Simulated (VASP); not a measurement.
# A VASP study of B2Ru (r2SCAN): structure first, properties next, part 3 of 5

Aim: relax B2Ru with r2SCAN, compute its properties on that cell and hold them against experiment. The start is a cell from a database of measured crystal structures.

VASP 6.6.1; r2SCAN; plane waves and PAW (B, Ru_pv).

So far. Step 3 (Single point with fields (r2SCAN)): In this run the pressure is -0.01 GPa, small enough to go on. Step 4 (Bands along the symmetry lines (r2SCAN)): There is no gap at this level. The relaxed cell has a, b, c = 2.875, 4.641, 4.036 Å (conventional setting).

## Step 5: Density of states (r2SCAN)

A density of states needs more k-points than a total energy; ISMEAR = -5 takes tetrahedra, and LORBIT projects the states on the PAW spheres. The mesh is finer than in the run before.

Input file INCAR:

```
SYSTEM = B2Ru
PREC = Accurate
ENCUT = 420
EDIFF = 1E-06
NELM = 100
ISMEAR = -5
SIGMA = 0.05
LREAL = .FALSE.
ALGO = Normal
METAGGA = R2SCAN
LASPH = .TRUE.
NBANDS = 36
LORBIT = 11
LWAVE = .FALSE.
LCHARG = .FALSE.
KPAR = 4
NEDOS = 2001
```

Input file POSCAR:

```
B2Ru
1.0
    2.8748617088      0.0000000000      0.0000000000
    0.0000000000      4.6414754520      0.0000000000
    0.0000000000      0.0000000000      4.0355894468
B Ru
4 2
Direct
    0.0000000000      0.8032985580      0.3627339117
    0.0000000000      0.1967014420      0.3627339117
    0.5000000000      0.3032985580      0.6372660883
    0.5000000000      0.6967014420      0.6372660883
    0.0000000000      0.0000000000      0.8472097113
    0.5000000000      0.5000000000      0.1527902887
```

Input file KPOINTS:

```
Automatic mesh
0
Gamma
11 7 8
0 0 0
```

The projector-augmented-wave data sets are B and Ru_pv (PBE family, release 64).

Started as:

```sh
$ mpirun -np 4 vasp_std
```

The log of the run:

```text
[... set-up lines as in an earlier step ...]
 entering main loop
       N       E                     dE             d eps       ncg     rms          rms(c)
DAV:   1     0.273091001019E+03    0.27309E+03   -0.19099E+04  8648   0.997E+02
DAV:   2    -0.869312155862E+02   -0.36002E+03   -0.34507E+03  9408   0.333E+02
DAV:   3    -0.981661346420E+02   -0.11235E+02   -0.11102E+02 10356   0.616E+01
DAV:   4    -0.982662813133E+02   -0.10015E+00   -0.99683E-01 11012   0.535E+00
DAV:   5    -0.982677724489E+02   -0.14911E-02   -0.14796E-02 10172   0.655E-01    0.406E+01
DAV:   6    -0.835570910861E+02    0.14711E+02   -0.28234E+01 10160   0.441E+01    0.899E+00
DAV:   7    -0.820477059826E+02    0.15094E+01   -0.73583E+00  9684   0.189E+01    0.514E+00
DAV:   8    -0.820782118411E+02   -0.30506E-01   -0.20424E-01  9744   0.240E+00    0.226E+00
DAV:   9    -0.820794649536E+02   -0.12531E-02   -0.29212E-02  9748   0.103E+00    0.214E-01
DAV:  10    -0.820793005982E+02    0.16436E-03   -0.25591E-03  9744   0.348E-01    0.102E-01
DAV:  11    -0.820791665046E+02    0.13409E-03   -0.44765E-04  9596   0.163E-01    0.366E-02
DAV:  12    -0.820791913147E+02   -0.24810E-04   -0.18651E-05 10180   0.294E-02    0.654E-03
DAV:  13    -0.820791901313E+02    0.11834E-05   -0.20173E-06  8292   0.939E-03    0.198E-03
DAV:  14    -0.820791915063E+02   -0.13750E-05   -0.18551E-07  5032   0.321E-03    0.797E-04
DAV:  15    -0.820791905406E+02    0.96573E-06   -0.40203E-08  4832   0.155E-03
   1 F= -.82079191E+02 E0= -.82079191E+02  d E =0.000000E+00
 -----------------------------------------------------------------------------
|                                                                             |
|           W    W    AA    RRRRR   N    N  II  N    N   GGGG   !!!           |
|           W    W   A  A   R    R  NN   N  II  NN   N  G    G  !!!           |
|           W    W  A    A  R    R  N N  N  II  N N  N  G       !!!           |
|           W WW W  AAAAAA  RRRRR   N  N N  II  N  N N  G  GGG   !            |
|           WW  WW  A    A  R   R   N   NN  II  N   NN  G    G                |
|           W    W  A    A  R    R  N    N  II  N    N   GGGG   !!!           |
|                                                                             |
|     Tetrahedron method does not include variations of the Fermi             |
|     occupations, so forces and stress will be inaccurate. We suggest        |
|     using a different smearing scheme ISMEAR = 1 or 2 for metals in         |
|     relaxations.                                                            |
|                                                                             |
 -----------------------------------------------------------------------------
```

The job ended after 90 s (4 MPI ranks of Intel Xeon 6975P-C (Granite Rapids), shared host; peak memory 0.99 GiB).

From OUTCAR (step 5):

```text
   k-points           NKPTS =    120   k-points in BZ     NKDIM =    120   number of bands    NBANDS=     36

   NELECT =      40.0000    total number of electrons

 E-fermi :  10.5892

 k-point     1 :       0.0000    0.0000    0.0000
  band No.  band energies     occupation
    ...
     16       7.0417      2.00000
     17       7.4501      2.00000
     18       8.2844      2.00000
     19       8.6201      2.00000
     20       9.3057      2.00000
     21      10.5962      0.00000
     22      12.4979      0.00000
     23      14.9317      0.00000
     24      14.9749      0.00000
     25      15.0405      0.00000
    ...

  Total       -0.1679760      0.1447761      0.0613634      0.0000000      0.0000000      0.0000000
  in kB       -4.9977885      4.3075218      1.8257444      0.0000000      0.0000000      0.0000000
  external PRESSURE =       0.3784926 kB  Pullay stress =       0.0000000 kB

 POSITION                                       TOTAL-FORCE (eV/Angst)
 -----------------------------------------------------------------------------------
      0.00000      3.72849      1.46385         0.000000      0.020432      0.005079
      0.00000      0.91298      1.46385         0.000000     -0.020432      0.005079
      1.43743      1.40775      2.57174        -0.000000      0.020432     -0.005079
      1.43743      3.23372      2.57174        -0.000000     -0.020432     -0.005079
      0.00000      0.00000      3.41899        -0.000000      0.000000     -0.023035
      1.43743      2.32074      0.61660        -0.000000      0.000000      0.023035
 -----------------------------------------------------------------------------------
    total drift:                               -0.000000      0.000000      0.000000

  FREE ENERGIE OF THE ION-ELECTRON SYSTEM (eV)
  ---------------------------------------------------
  free  energy   TOTEN  =       -82.0791905406 eV

  energy  without entropy=      -82.0791905406  energy(sigma->0) =      -82.07919054

[... 7 parts as in an earlier step ...]

[... 9 further parts left out ...]
```

With tetrahedra the forces and stress of a metal are not exact derivatives of the energy.

This step gave:

| Quantity | Value |
| --- | --- |
| SCF cycles | 15 |
| irreducible k-points | 120 |
| free energy (TOTEN) | -82.0792 eV |
| Fermi energy | 10.59 eV |
| pressure | 0.03785 GPa |
| DOS at the Fermi level | 1.055 states/eV/cell |

The density of states has structure finer than the step of the table below, so its rows give means over 1 eV, whole bins alone (the curve runs from -12.0 to 6.83 eV). Peaks (eV: height): total -5.9: 3.78, -5.3: 4.78, -4.2: 5.08, -3.6: 6.11; Ru d -5.3: 2.34, -4.2: 2.68, -3.5: 3.04, 0.7: 2.05; B p -5.9: 0.826, -5.3: 1.07, -4.2: 1.03, -3.6: 1.22; Ru p -4.2: 0.205, -3.6: 0.367, 2.6: 0.0762, 5.5: 0.0866; B s -10.8: 0.432, -8.9: 0.557, 4.0: 0.0942, 5.0: 0.293.

States under -12.0 eV and over 6.8 eV are left out. The density of states by energy, zero at the Fermi level; means over each step; values in states/eV/cell:

```
energy (eV)  total   Ru d    B p    Ru p      B s     Ru s
        -11   1.02  0.143  0.116  0.0324    0.383   0.0407
        -10  0.909  0.165  0.115  0.0271    0.303   0.0333
         -9   1.49  0.319  0.227  0.0511    0.395   0.0579
         -8   1.51  0.428  0.246  0.0414    0.291   0.0793
         -7   2.00  0.711  0.421  0.0457    0.161    0.123
         -6   3.20   1.47  0.719  0.0784    0.103    0.107
         -5   4.04   2.00  0.852   0.140   0.0938   0.0671
         -4   4.42   2.30  0.877   0.193   0.0532   0.0406
         -3   3.15   1.69  0.565   0.179   0.0394   0.0180
         -2   2.29   1.69  0.240  0.0382   0.0113  0.00675
         -1   1.32  0.948  0.149  0.0327  0.00904  0.00413
          0   1.39  0.824  0.266  0.0337   0.0186   0.0230
          1   2.73   1.63  0.517  0.0587   0.0708   0.0386
          2   1.86   1.05  0.377  0.0598   0.0582   0.0119
          3   1.52  0.700  0.403  0.0632   0.0583  0.00732
          4   1.03  0.417  0.302  0.0347   0.0616  0.00927
          5   1.91  0.654  0.452  0.0683    0.240   0.0460
          6   1.90  0.582  0.510  0.0580    0.221   0.0568
```

The finer mesh and the other smearing move the Fermi level by -0.05 eV from the 8×5×6 run, one measure of the sampling error in the zero of the bands above. Of the states within 0.3 eV of the Fermi level, the largest shares in the PAW spheres are Ru d 60 % and B p 19 %. The rest lies in smaller channels or between the spheres.

[end of part 3 of 5]

[Lines on the potential files, build, host, timing and source positions are cut from VASP's logs without a mark.]

[Logs are printed without paths, hosts, clocks, repeated set-up lines and the standing remarks that a program may print on its own settings, such as how far it seeks lower states.]

[Hosts, paths, dates, database ids (printed as entryN), source tags and the programs' standing remarks are cut or masked in the printed files.]

[A measured line is paired with the nearest computed mode of its activity, which favours agreement.]
